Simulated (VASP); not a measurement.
Computed with PBEsol GGA, VASP's PBE PAW potentials (set 64) (plane waves; VASP).

A VASP calculation is set up with these files.

### KPOINTS
```
Automatic mesh
0
Gamma
7 7 4
0 0 0
```

### INCAR
```
# general
SYSTEM  = GaN
PREC    = Accurate
ENCUT   = 520
LREAL   = .FALSE.
LASPH   = .TRUE.

# electronic loop
EDIFF   = 1E-6
NELM    = 100
ALGO    = Normal
LMAXMIX = 4

# smearing
ISMEAR  = 0
SIGMA   = 0.05

# functional
GGA     = PS

# ions
IBRION  = 2
NSW     = 60
ISIF    = 3
EDIFFG  = -0.02

# output
LWAVE   = .FALSE.
LCHARG  = .FALSE.
```

POSCAR:
```
GaN
1.0
  1.5912219442  -2.7560772156   0.0000000000
  1.5912219442   2.7560772156   0.0000000000
  0.0000000000   0.0000000000   5.1801024123
Ga N
2 2
Cart
  1.5912219442  -0.9186942426   2.5902242257
  1.5912219442   0.9186942426   0.0001730196
  1.5912219442  -0.9186942426   4.5427767960
  1.5912219442   0.9186942426   1.9527255899
```

POTCAR, in this order: Ga_d N (PBE.64 set). Program: vasp_std.

What VASP printed:

File OSZICAR:
```
       N       E                     dE             d eps       ncg     rms          rms(c)
DAV:   1     0.273801583535E+03    0.27380E+03   -0.18569E+04  1132   0.309E+03
DAV:   2     0.456317842992E+01   -0.26924E+03   -0.26077E+03  1164   0.529E+02
DAV:   3    -0.284397208316E+02   -0.33003E+02   -0.32796E+02  1194   0.154E+02
DAV:   4    -0.298932097710E+02   -0.14535E+01   -0.14477E+01  1506   0.330E+01
DAV:   5    -0.299162318029E+02   -0.23022E-01   -0.23012E-01  1172   0.387E+00    0.102E+01
DAV:   6    -0.262435101226E+02    0.36727E+01   -0.13370E+01  1944   0.575E+01    0.311E+00
DAV:   7    -0.263135617739E+02   -0.70052E-01   -0.15291E+00  1140   0.100E+01    0.263E+00
DAV:   8    -0.262896913657E+02    0.23870E-01   -0.28656E-01  1824   0.780E+00    0.907E-01
DAV:   9    -0.262663578156E+02    0.23334E-01   -0.11343E-01  1854   0.568E+00    0.293E-01
DAV:  10    -0.262671298935E+02   -0.77208E-03   -0.51566E-03  1236   0.775E-01    0.128E-01
DAV:  11    -0.262670419322E+02    0.87961E-04   -0.87821E-04  1628   0.567E-01    0.211E-02
DAV:  12    -0.262670492917E+02   -0.73595E-05   -0.13560E-04  1186   0.871E-02    0.125E-02
DAV:  13    -0.262670485240E+02    0.76767E-06   -0.14623E-05  1468   0.833E-02    0.326E-03
DAV:  14    -0.262670485738E+02   -0.49792E-07   -0.14429E-06   872   0.219E-02
   1 F= -.26267049E+02 E0= -.26267049E+02  d E =-.262670E+02
```

### OUTCAR
```
------------------------ aborting loop because EDIFF is reached ----------------------------------------
  FORCE on cell =-STRESS in cart. coord.  units (eV):
  Direction    XX          YY          ZZ          XY          YZ          ZX
  --------------------------------------------------------------------------------------
  Total       -0.0233492     -0.0233492      0.0351322      0.0000000      0.0000000      0.0000000
  in kB       -0.8233639     -0.8233639      1.2388679      0.0000000      0.0000000      0.0000000
  external PRESSURE =      -0.1359533 kB  Pullay stress =       0.0000000 kB
  volume of cell :       45.43
      direct lattice vectors                 reciprocal lattice vectors
     1.591221944 -2.756077216  0.000000000     0.314223922 -0.181417268  0.000000000
     1.591221944  2.756077216  0.000000000     0.314223922  0.181417268  0.000000000
     0.000000000  0.000000000  5.180102412     0.000000000  0.000000000  0.193046376
  FREE ENERGIE OF THE ION-ELECTRON SYSTEM (eV)
  ---------------------------------------------------
  free  energy   TOTEN  =       -26.2670485738 eV

  energy  without entropy=      -26.2670485738  energy(sigma->0) =      -26.26704857

 reached required accuracy - stopping structural energy minimisation
```
(Selected blocks of OUTCAR.)

OUTCAR:
```
 val. band max:        5.2466429061   @ k =   0.0000   0.0000   0.0000

 cond. band min:       7.1520244981   @ k =   0.0000   0.0000   0.0000


 Fermi energy:         5.4665028611

 k-point     1 :       0.0000    0.0000    0.0000
  band No.  band energies     occupation
      1     -10.7780      2.00000
      2      -9.8053      2.00000
      3      -8.1567      2.00000
      4      -8.1416      2.00000
      5      -8.1416      2.00000
      6      -8.0786      2.00000
      7      -8.0785      2.00000
      8      -7.8799      2.00000
      9      -7.8799      2.00000
     10      -7.7784      2.00000
     11      -7.7784      2.00000
     12      -6.5389      2.00000
     13      -1.9109      2.00000
     14       4.1942      2.00000
     15       4.1942      2.00000
     16       5.2111      2.00000
     17       5.2466      2.00000
     18       5.2466      2.00000
     19       7.1520      0.00000
     20       9.4551      0.00000
     21      14.3788      0.00000
     22      15.0659      0.00000

 k-point     2 :       0.1429    0.0000    0.0000
  band No.  band energies     occupation
      1     -10.5782      2.00000
      2      -9.7546      2.00000
      3      -8.1344      2.00000
      4      -8.1138      2.00000
      5      -8.0813      2.00000
      6      -8.0505      2.00000
      7      -8.0389      2.00000
      8      -7.8971      2.00000
      9      -7.8803      2.00000
     10      -7.8100      2.00000
     11      -7.7739      2.00000
     12      -6.3994      2.00000
     13      -1.6196      2.00000
     14       2.8532      2.00000
     15       3.7948      2.00000
     16       3.8390      2.00000
     17       5.0007      2.00000
     18       5.0627      2.00000
     19       8.4016      0.00000
     20      10.5132      0.00000
     21      13.5933      0.00000
     22      14.2096      0.00000

 k-point     3 :       0.2857    0.0000    0.0000
  band No.  band energies     occupation
      1     -10.1442      2.00000
...
```

The compound is GaN in the wurtzite structure. It was relaxed first. The start is the result of an earlier pass.
